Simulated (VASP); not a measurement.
Here is the system:

```xyz
2
Lattice="3.1014 0.0000 0.0000 0.0000 3.1014 0.0000 0.0000 0.0000 3.1014" Properties=species:S:1:pos:R:3 pbc="T T T"
Ti     0.0000     0.0000     0.0000
Si     1.5507     1.5507     1.5507
```

These are r2SCAN meta-GGA, VASP's PBE PAW potentials (set 64) (plane waves; VASP 6.6.1) values and carry that method's errors. Run with 400 eV cut-off, 13×13×13 Γ-centred mesh, tetrahedra with Blöchl corrections, potentials Ti_sv Si.

Q: Give the energies of bands 5 to 11 at the high-symmetry points, in eV from the Fermi level.

A: 
```csv
band,Γ,X,M,R
5,-12.08,-9.10,-7.88,-4.61
6,-1.75,-6.73,-3.86,-4.61
7,-1.75,-0.58,-3.86,-4.61
8,2.24,-0.33,-1.67,-3.60
9,2.24,-0.33,0.89,2.94
10,2.24,2.52,0.89,2.94
11,2.57,3.35,3.23,2.94
```

It has no gap at this level: it comes out as a metal or semimetal.

The structure was generated: TiSi was put into the CsCl type type (Pm-3m), which need not be its known phase. It was relaxed first, which changed the volume by -32 %.
